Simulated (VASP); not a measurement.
Crystal: MgO.

```xyz
2
Lattice="0.0000 2.1085 2.1085 2.1085 0.0000 2.1085 2.1085 2.1085 0.0000" Properties=species:S:1:pos:R:3 pbc="T T T"
Mg    0.0000    0.0000    0.0000
O     2.1085    2.1085    2.1085
```

- Program: VASP 6.6.1
- Task: relaxation of cell and atoms
- Functional: LDA
- Potentials or basis: VASP PAW LDA potentials, release 64 (Mg, O)
- Cutoff: 520 eV
- k mesh: 12 × 12 × 12
- Occupations: gaussian, width 0.02 eV
- Spin: no spin polarisation

At the start: pressure -8.3 GPa; volume 9.37 Å³/atom.

Problem. Where does the relaxation end?

Solution. Over 3 steps the energy falls by 12.5 meV/atom and the volume is 8.91 Å³/atom (-5.0 %); space group Fm-3m (No. 225, to 0.05 Å).

The path:
```tsv
step	energy change (eV)	largest force (eV/Å)	pressure (GPa)	volume (Å³)
1	0.0000	0.0000	-8.26	18.75
2	-0.0212	0.0000	3.63	17.47
3	-0.0251	0.0000	-0.01	17.81
```

Final structure:
```xyz
2
Lattice="0.0000 2.0729 2.0729 2.0729 0.0000 2.0729 2.0729 2.0729 0.0000" Properties=species:S:1:pos:R:3 pbc="T T T"
Mg    0.0000    0.0000    0.0000
O     2.0729    2.0729    2.0729
```
